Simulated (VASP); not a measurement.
Mo2Se3S:

```
CELL_PARAMETERS angstrom
3.26686 0.00000 0.00000
-1.63343 2.82919 0.00000
0.00000 0.00000 13.69103
ATOMIC_POSITIONS crystal
Mo 0.66667 0.33333 0.25000
Mo 0.33333 0.66667 0.75000
Se 0.66667 0.33333 0.63308
Se 0.33333 0.66667 0.36692
Se 0.66667 0.33333 0.86692
S 0.33333 0.66667 0.13308
```

The cell comes from a database or a generator and needn't be the stable form of this composition.

| Property | Result |
| --- | --- |
| Program | VASP 6.6.1 |
| Task | relaxation of cell and atoms |
| Functional | PBEsol |
| Dispersion | D3(BJ) |
| Potentials or basis | VASP PAW PBE potentials, release 64 (Mo_sv, Se, S) |
| Cutoff | 600 eV |
| k mesh | 9 × 9 × 2 |
| Occupations | gaussian, width 0.02 eV |
| Spin | no spin polarisation |

At the start: pressure -1.6 GPa; volume 21.09 Å³/atom.

Problem. Where does the relaxation end?

Solution. Over 36 steps the energy falls by 90.3 meV/atom and the volume is 18.02 Å³/atom (-14.5 %); space group P3m1 (No. 156, to 0.05 Å).

The path:
```csv
step,energy change (eV),largest force (eV/Å),pressure (GPa),volume (Å³)
1,0.0000,2.4493,-1.57,126.54
2,-0.1434,2.5353,-0.80,122.77
3,-0.2210,0.6876,-1.44,124.15
4,-0.2753,0.4588,0.68,120.55
5,-0.2760,0.4742,1.00,120.07
6,-0.3061,0.4116,-1.61,120.09
7,-0.3062,0.4369,-1.76,120.09
8,-0.3305,0.4228,-1.78,119.23
9,-0.4002,0.5062,-1.71,116.64
10,-0.4967,0.7065,-0.82,111.38
11,-0.0273,0.8863,6.47,100.62
12,-0.4825,1.0566,0.97,110.60
13,-0.4776,1.0984,1.65,108.57
14,-0.4830,1.0858,1.32,109.52
15,-0.5033,0.6978,0.35,108.76
16,-0.5062,0.5008,-0.25,108.23
17,-0.5177,0.4053,-0.22,108.22
18,-0.5367,0.1375,-0.10,108.16
19,-0.5378,0.0926,-0.05,108.14
20,-0.5383,0.0691,0.07,108.10
21,-0.5385,0.0782,0.21,108.06
22,-0.5390,0.0627,0.01,108.21
23,-0.5391,0.0785,-0.20,108.36
24,-0.5394,0.0640,-0.16,108.34
25,-0.5399,0.0802,-0.04,108.30
26,-0.5394,0.2077,0.20,108.22
27,-0.5400,0.1061,0.02,108.28
28,-0.5403,0.0946,0.02,108.28
29,-0.5410,0.0702,0.01,108.25
30,-0.5418,0.0492,-0.01,108.21
31,-0.5418,0.0466,-0.01,108.20
32,-0.5419,0.0144,-0.02,108.19
33,-0.5419,0.0112,-0.03,108.18
34,-0.5419,0.0111,0.00,108.15
35,-0.5419,0.0110,0.02,108.13
36,-0.5420,0.0068,0.01,108.13
```

Final structure:
```cif
data_structure
_symmetry_space_group_name_H-M 'P 1'
_symmetry_Int_Tables_number 1
_cell_length_a 3.1985
_cell_length_b 3.1985
_cell_length_c 12.2044
_cell_angle_alpha 90.000
_cell_angle_beta 90.000
_cell_angle_gamma 120.000
_cell_volume 108.13
loop_
_atom_site_label
_atom_site_type_symbol
_atom_site_fract_x
_atom_site_fract_y
_atom_site_fract_z
_atom_site_occupancy
Mo1 Mo 0.66667 0.33333 0.24252 1
Mo2 Mo 0.33333 0.66667 0.75249 1
Se1 Se 0.66667 0.33333 0.61462 1
Se2 Se 0.33333 0.66667 0.38158 1
Se3 Se 0.66667 0.33333 0.89064 1
S1 S 0.33333 0.66667 0.11815 1
```

Caveat: the PAW data sets were made with another functional, which shifts forces and pressure a little.
